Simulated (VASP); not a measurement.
Output of a VASP run:

File OSZICAR:
```
       N       E                     dE             d eps       ncg     rms          rms(c)
DAV:   1     0.362911599843E+03    0.36291E+03   -0.24765E+04   960   0.189E+03
DAV:   2    -0.276459208671E+02   -0.39056E+03   -0.38255E+03  1248   0.420E+02
DAV:   3    -0.497878206029E+02   -0.22142E+02   -0.22123E+02  1592   0.998E+01
DAV:   4    -0.502531309806E+02   -0.46531E+00   -0.46516E+00  1328   0.121E+01
DAV:   5    -0.502652956134E+02   -0.12165E-01   -0.12164E-01  1416   0.139E+00    0.346E+01
DAV:   6    -0.435982152128E+02    0.66671E+01   -0.40868E+01  1200   0.431E+01    0.162E+01
DAV:   7    -0.435405735812E+02    0.57642E-01   -0.28441E+00  1392   0.103E+01    0.908E+00
DAV:   8    -0.435107166087E+02    0.29857E-01   -0.24075E-01  1288   0.415E+00    0.669E-01
DAV:   9    -0.435086926406E+02    0.20240E-02   -0.45048E-02  1360   0.126E+00    0.423E-01
DAV:  10    -0.435092052792E+02   -0.51264E-03   -0.11119E-02  1336   0.963E-01    0.197E-01
DAV:  11    -0.435089890460E+02    0.21623E-03   -0.13242E-03  1216   0.332E-01    0.261E-02
DAV:  12    -0.435090003141E+02   -0.11268E-04   -0.78283E-05  1272   0.692E-02    0.285E-02
DAV:  13    -0.435090002277E+02    0.86393E-07   -0.62589E-06  1304   0.199E-02
   1 F= -.39162189E+02 E0= -.39162189E+02  d E =-.391622E+02
```

### OUTCAR
```
------------------------ aborting loop because EDIFF is reached ----------------------------------------
  FORCE on cell =-STRESS in cart. coord.  units (eV):
  Direction    XX          YY          ZZ          XY          YZ          ZX
  --------------------------------------------------------------------------------------
  Total        4.3236334      4.3236334      4.3236334      0.0000000     -0.0000000      0.0000000
  in kB       99.4667752     99.4667752     99.4667752      0.0000000     -0.0000000      0.0000000
  external PRESSURE =      -0.5332248 kB  Pullay stress =     100.0000000 kB
  volume of cell :       69.64
      direct lattice vectors                 reciprocal lattice vectors
     4.114279601  0.000000000  0.000000000     0.243055917  0.000000000  0.000000000
     0.000000000  4.114279601  0.000000000     0.000000000  0.243055917  0.000000000
     0.000000000  0.000000000  4.114279601     0.000000000  0.000000000  0.243055917
 POSITION                                       TOTAL-FORCE (eV/Angst)
 -----------------------------------------------------------------------------------
      0.00000      0.00000      0.00000         0.000000      0.000000      0.000000
      2.05714      2.05714      2.05714         0.000000      0.000000      0.000000
      2.05714      0.00000      2.05714         0.000000      0.000000      0.000000
      0.00000      2.05714      2.05714         0.000000      0.000000      0.000000
      2.05714      2.05714      0.00000         0.000000      0.000000      0.000000
 -----------------------------------------------------------------------------------
    total drift:                                0.000000      0.000000      0.000000
  FREE ENERGIE OF THE ION-ELECTRON SYSTEM (eV)
  ---------------------------------------------------
  free  energy   TOTEN  =       -43.5090002277 eV

  energy  without entropy=      -43.5090002277  energy(sigma->0) =      -43.50900023
  enthalpy is  TOTEN    =       -39.1621885520 eV   P V=        4.3468116757

 reached required accuracy - stopping structural energy minimisation
```
(Selected blocks of OUTCAR.)

POSCAR:
```
BaZrO3
1
    4.1142796010    -0.0000000000    -0.0000000000
    0.0000000000     4.1142796010    -0.0000000000
   -0.0000000000     0.0000000000     4.1142796010
Ba Zr O
1 1 3
Direct
  0.0000000000   0.0000000000   0.0000000000
  0.5000000000   0.5000000000   0.5000000000
  0.5000000000   0.0000000000   0.5000000000
  0.0000000000   0.5000000000   0.5000000000
  0.5000000000   0.5000000000   0.0000000000
```

Question: Reconstruct the remaining input files.

Answer: One answer among several that fit: the input of the run itself, PBEsol GGA, plane waves, VASP's PBE PAW potentials (set 64).

**INCAR**
```
EDIFFG  =  -0.02
SYSTEM  =  BaZrO3
PREC  =  Accurate
LCHARG  =  F
EDIFF  =  1E-6
LMAXMIX  =  4
LASPH  =  T
NSW  =  40
ENCUT  =  620   ! plane-wave cut-off (eV)
ISIF  =  3   ! ions, shape and volume
GGA  =  PS   ! PBEsol
LWAVE  =  F
ALGO  =  Normal   ! blocked Davidson
LREAL  =  F   ! projection in real space or not
IBRION  =  2
SIGMA  =  0.05
PSTRESS  =  100
NELM  =  100
ISMEAR  =  0
```

File KPOINTS:
```
Automatic
0
gamma
  6 6 6
0 0 0
```

POTCAR, in this order: Ba_sv Zr_sv O (PBE.64 set). Program: vasp_std.

The compound is BaZrO3 in the cubic perovskite structure. It was relaxed first under an external pressure of 10 GPa.
